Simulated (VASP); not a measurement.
Consider the following.

```cif
data_Cl4Na4
_chemical_formula_sum 'Na4 Cl4'
_space_group_name_H-M_alt 'Fm-3m'
_space_group_IT_number 225
_space_group_name_Hall '-F 4 2 3'
_cell_length_a 5.70130
_cell_length_b 5.70130
_cell_length_c 5.70130
_cell_angle_alpha 90.000
_cell_angle_beta 90.000
_cell_angle_gamma 90.000
loop_
_atom_site_label
_atom_site_type_symbol
_atom_site_symmetry_multiplicity
_atom_site_Wyckoff_symbol
_atom_site_fract_x
_atom_site_fract_y
_atom_site_fract_z
_atom_site_occupancy
Na1 Na 4 a 0.00000 0.00000 0.00000 1
Cl1 Cl 4 b 0.50000 0.50000 0.50000 1
```
(The calculation used a cell of 2 atoms; values per cell refer to that cell.)

The numbers are results of TPSS meta-GGA, VASP's PBE PAW potentials (set 64) (plane waves; VASP 6.6.1), not measurements. Numerical set-up: 520 eV cut-off, 8×8×8 Γ-centred mesh, Gaussian smearing of 0.050 eV, potentials Na_pv Cl.

**Question.** Give the energy at these volumes per atom, relative to the lowest: 21.75, 22.44, 23.13, 23.83, 24.52 Å³.

**Answer.** 6.8, 1.7, 0.0, 1.2, 4.9 meV/atom. A third-order Birch-Murnaghan fit gives B0 = 22.0 GPa and B0′ = 5.2.

The compound is NaCl in the rock salt structure. It was relaxed first.
